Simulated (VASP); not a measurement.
Output of a VASP run:

### OSZICAR
```
...
DAV:   3    -0.908516778082E+02   -0.58200E-04   -0.17022E-03  3628   0.334E-01    0.722E-02
DAV:   4    -0.908516641652E+02    0.13643E-04   -0.78715E-04  3620   0.214E-01    0.549E-02
DAV:   5    -0.908516225788E+02    0.41586E-04   -0.24307E-04  3570   0.145E-01    0.105E-02
DAV:   6    -0.908516231475E+02   -0.56878E-06   -0.16888E-05  1998   0.322E-02
   9 F= -.90851623E+02 E0= -.90851836E+02  d E =-.242493E-02
       N       E                     dE             d eps       ncg     rms          rms(c)
DAV:   1    -0.908418013390E+02    0.98212E-02   -0.69616E-01  3028   0.916E+00    0.289E-01
DAV:   2    -0.908523583972E+02   -0.10557E-01   -0.11758E-01  2786   0.178E+00    0.168E-01
DAV:   3    -0.908523565286E+02    0.18686E-05   -0.29923E-03  3570   0.308E-01    0.972E-02
DAV:   4    -0.908524917930E+02   -0.13526E-03   -0.12288E-03  3570   0.238E-01    0.579E-02
DAV:   5    -0.908523451537E+02    0.14664E-03   -0.86546E-04  3626   0.245E-01    0.215E-02
DAV:   6    -0.908523385422E+02    0.66115E-05   -0.49353E-05  2726   0.569E-02
  10 F= -.90852339E+02 E0= -.90852448E+02  d E =-.715395E-03
       N       E                     dE             d eps       ncg     rms          rms(c)
DAV:   1    -0.908520339945E+02    0.31116E-03   -0.22476E-02  3056   0.165E+00    0.497E-02
DAV:   2    -0.908523713992E+02   -0.33740E-03   -0.37302E-03  2794   0.317E-01    0.301E-02
DAV:   3    -0.908523703183E+02    0.10809E-05   -0.90193E-05  3410   0.487E-02    0.174E-02
DAV:   4    -0.908523697741E+02    0.54419E-06   -0.11623E-05  1944   0.189E-02
  11 F= -.90852370E+02 E0= -.90852500E+02  d E =-.746627E-03
       N       E                     dE             d eps       ncg     rms          rms(c)
DAV:   1    -0.908515777179E+02    0.79260E-03   -0.80686E-02  3006   0.301E+00    0.742E-02
DAV:   2    -0.908526370578E+02   -0.10593E-02   -0.12105E-02  2796   0.575E-01    0.310E-02
DAV:   3    -0.908526571934E+02   -0.20136E-04   -0.29191E-04  3634   0.123E-01    0.215E-02
DAV:   4    -0.908526519874E+02    0.52060E-05   -0.10131E-04  3012   0.809E-02    0.153E-02
DAV:   5    -0.908526489388E+02    0.30486E-05   -0.16409E-05  2088   0.387E-02
  12 F= -.90852649E+02 E0= -.90852753E+02  d E =-.279165E-03
       N       E                     dE             d eps       ncg     rms          rms(c)
DAV:   1    -0.908438546638E+02    0.87973E-02   -0.68607E-01  2988   0.879E+00    0.216E-01
DAV:   2    -0.908529112211E+02   -0.90566E-02   -0.10344E-01  2798   0.167E+00    0.873E-02
DAV:   3    -0.908530686066E+02   -0.15739E-03   -0.20231E-03  3624   0.283E-01    0.547E-02
DAV:   4    -0.908530851684E+02   -0.16562E-04   -0.73335E-04  3606   0.214E-01    0.476E-02
DAV:   5    -0.908530409885E+02    0.44180E-04   -0.23667E-04  3382   0.133E-01    0.109E-02
DAV:   6    -0.908530413970E+02   -0.40856E-06   -0.23158E-05  2220   0.410E-02
  13 F= -.90853041E+02 E0= -.90853074E+02  d E =-.671623E-03
       N       E                     dE             d eps       ncg     rms          rms(c)
DAV:   1    -0.908513216325E+02    0.17194E-02   -0.13822E-01  2958   0.406E+00    0.976E-02
DAV:   2    -0.908532221339E+02   -0.19005E-02   -0.21443E-02  2786   0.767E-01    0.413E-02
DAV:   3    -0.908532484753E+02   -0.26341E-04   -0.36950E-04  3616   0.989E-02    0.250E-02
DAV:   4    -0.908532565162E+02   -0.80409E-05   -0.77740E-05  2854   0.644E-02
  14 F= -.90853257E+02 E0= -.90853237E+02  d E =-.215119E-03
```

### OUTCAR
```
------------------------ aborting loop because EDIFF is reached ----------------------------------------
  FORCE on cell =-STRESS in cart. coord.  units (eV):
  Direction    XX          YY          ZZ          XY          YZ          ZX
  --------------------------------------------------------------------------------------
  Total       -6.3587445     -4.5179837     -0.0035208      0.0000000      0.0000000      0.0634230
  in kB      -34.7576713    -24.6958487     -0.0192453      0.0000000      0.0000000      0.3466776
  external PRESSURE =     -19.8242551 kB  Pullay stress =       0.0000000 kB
  volume of cell :      293.11
      direct lattice vectors                 reciprocal lattice vectors
     2.734224664  0.000000000  0.000000000     0.365734394  0.000000000  0.000000000
     0.000000000  4.464970773  0.000000000     0.000000000  0.223965632  0.000000000
     0.000000000  0.000000000 24.009242924     0.000000000  0.000000000  0.041650626
 POSITION                                       TOTAL-FORCE (eV/Angst)
 -----------------------------------------------------------------------------------
      1.28117      2.23249      8.31211        -0.004273      0.000000      0.001525
      2.28037      0.00000      9.40331         0.001136      0.000000      0.000809
      0.47731      2.23249     10.70290        -0.010913      0.000000      0.004046
      1.36711      0.00000     12.00462         0.000000      0.000000     -0.000000
      2.25692      2.23249     13.30634         0.010913      0.000000     -0.004046
      0.45385      0.00000     14.60593        -0.001136      0.000000     -0.000809
      1.45305      2.23249     15.69713         0.004273     -0.000000     -0.001525
 -----------------------------------------------------------------------------------
    total drift:                               -0.000000      0.000000     -0.000000
  FREE ENERGIE OF THE ION-ELECTRON SYSTEM (eV)
  ---------------------------------------------------
  free  energy   TOTEN  =       -90.8532565162 eV

  energy  without entropy=      -90.8531975453  energy(sigma->0) =      -90.85323686

 reached required accuracy - stopping structural energy minimisation
```
(Selected blocks of OUTCAR.)

POSCAR:
```
W(211) slab
1
    2.7342246644    -0.0000000000    -0.0000000000
    0.0000000000     4.4649707730     0.0000000000
    0.0000000000     0.0000000000    24.0092429242
W
7
Direct
  0.5000000000   0.5000000000   0.3389460000
  0.8333330000   0.0000000000   0.3926310000
  0.1666670000   0.5000000000   0.4463150000
  0.5000000000   0.0000000000   0.5000000000
  0.8333330000   0.5000000000   0.5536850000
  0.1666670000   0.0000000000   0.6073690000
  0.5000000000   0.5000000000   0.6610540000
```

### Question
Write an INCAR and KPOINTS that could have produced this output.

### Answer
One answer among several that fit: the input of the run itself, PBEsol GGA, plane waves, VASP's PBE PAW potentials (set 64).

### INCAR
```
! general
SYSTEM   =  W(211) slab
PREC     =  Normal
ENCUT    =  400
LREAL    =  F
LASPH    =  T

! electronic loop
EDIFF    =  1E-5
NELM     =  100
NELMIN   =  4
ALGO     =  Normal
LMAXMIX  =  6

! smearing
ISMEAR   =  1
SIGMA    =  0.1

! functional
GGA      =  PS

! ions
IBRION   =  2
NSW      =  50
ISIF     =  2
EDIFFG   =  -0.03

! output
LWAVE    =  T
LCHARG   =  F

! other
LDIPOL   =  T
IDIPOL   =  3
DIPOL    =  0.5 0.5 0.5
```

KPOINTS:
```
Automatic mesh
0
Gamma
10 6 1
0 0 0
```

POTCAR, in this order: W_sv (PBE.64 set). Program: vasp_std.

The cell is a thin slab with vacuum, built from W (bcc): (211) face.
